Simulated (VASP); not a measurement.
VASP ran on this input.

POSCAR:
```
Lu
3.4926390
  1.0000000000   0.0000000000   0.0000000000
 -0.5000001432   0.8660253751   0.0000000000
  0.0000000000   0.0000000000   3.2175068766
Lu
4
Direct
 -0.0244230000  -0.0158060000  -0.0004190000
 -0.0085410000  -0.0025410000   0.5064470000
  0.3561310000   0.6721410000   0.2470510000
  0.6768340000   0.3462050000   0.7469200000
```

### KPOINTS
```
Automatic mesh
0
Gamma
5 5 2
0 0 0
```

### INCAR
```
SYSTEM = Lu
PREC = Accurate
ENCUT = 300
EDIFF = 1E-6
NELM = 100
ALGO = Normal
LREAL = .FALSE.
LASPH = .TRUE.
ISMEAR = 0
SIGMA = 0.1
GGA = PE
LMAXMIX = 6
LWAVE = .FALSE.
LCHARG = .FALSE.
ISIF = 2
```

POTCAR, in this order: Lu_3 (PBE.64 set). Program: vasp_std.

**Question.** Write an equivalent input for Ansatz.

**Answer.** One equivalent input (not run):
Ansatz 0.2 input:
```yaml
crystal:
  lattice:
    - [3.4926390, 0.0000000, 0.0000000]
    - [-1.7463200, 3.0247140, 0.0000000]
    - [0.0000000, 0.0000000, 11.2375900]
  atoms:
    - { symbol: Lu, position: [-0.0244230, -0.0158060, -0.0004190] }
    - { symbol: Lu, position: [-0.0085410, -0.0025410, 0.5064470] }
    - { symbol: Lu, position: [0.3561310, 0.6721410, 0.2470510] }
    - { symbol: Lu, position: [0.6768340, 0.3462050, 0.7469200] }
kpoints:
  mp_grid: { grid: [5, 5, 2] }
hamiltonian:
  xc: pbe
  pseudopotentials: { kind: paw }
scf:
  occupations: { method: gaussian, width: 0.1 }
  max_iter: 100
output: { forces: true, stress: true, eigenvalues: true }
```
What does not carry over: each code has its own PAW files, so the cut-off isn't converted (ENCUT is set for VASP's; basis.ecutwfc is left out, and Ansatz then takes the one that its files recommend); Ansatz stops its SCF on the density residual and VASP on the energy change (EDIFF).

The structure was generated: Lu was put into an ordered model structure, which need not be its known phase. The cell was not relaxed at this level, atoms are displaced from their ideal sites. The k-mesh is coarse (spacing up to 0.42 per Å, 2π included), so the numbers may not be converged in it.
